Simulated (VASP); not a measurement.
Input:

```
SrTe
1.0
    0.00000     3.33219     3.33219
    3.33219     0.00000     3.33219
    3.33219     3.33219     0.00000
Sr Te
1 1
Direct
  0.00000   0.00000   0.00000
  0.50000   0.50000   0.50000
```

The numbers are results of LDA (Ceperley-Alder, Perdew-Zunger), VASP's LDA PAW potentials (set 64) (plane waves; VASP 6.6.1), not measurements. Numerical set-up: 520 eV cut-off, 7×7×7 Γ-centred mesh, Gaussian smearing of 0.050 eV, potentials Sr_sv Te.

The job: SrTe (rock salt), 2 atoms, LDA, static run, 520 eV, 7×7×7 Γ-centred mesh. Roughly how much core time does it take on a busy server core?

About 10 core-seconds (one run on a shared machine, a rough figure). It had 20 irreducible k-points, 12 bands, up to 2010 plane waves and 12 electronic steps.

The compound is SrTe in the rock salt structure. This cell is one point of a volume scan, at 1.06 of the reference volume.
